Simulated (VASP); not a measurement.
```
Pt5Sr
1.0
    5.44395     0.00000     0.00000
   -2.72198     4.71460     0.00000
    0.00000     0.00000     4.40197
Pt Sr
5 1
Cartesian
  2.72198   0.00000   2.20098
  1.36099   2.35730   2.20098
 -1.36099   2.35730   2.20098
  0.00000   3.14307   0.00000
  2.72198   1.57153   0.00000
  0.00000   0.00000   0.00000
```

Computed with LDA (Ceperley-Alder, Perdew-Zunger), VASP's LDA PAW potentials (set 64) (plane waves; VASP). Numerical set-up: 300 eV cut-off, 5×5×5 Γ-centred mesh, Gaussian smearing of 0.10 eV, potentials Pt Sr_sv.

At this cut-off the stress carries a Pulay error, which pulls relaxed volumes low.

Question: Give the stress tensor in GPa (positive for a compressed cell).

Answer: 
```
 -7.26    0.00    0.00
  0.00   -7.26    0.00
  0.00    0.00  -12.16
```
The pressure is its mean diagonal, -8.90 GPa.

The structure comes from a measured SrPt5 entry (P6/mmm) of the Crystallography Open Database, whose conditions weren't checked. The cell was not relaxed at this level.
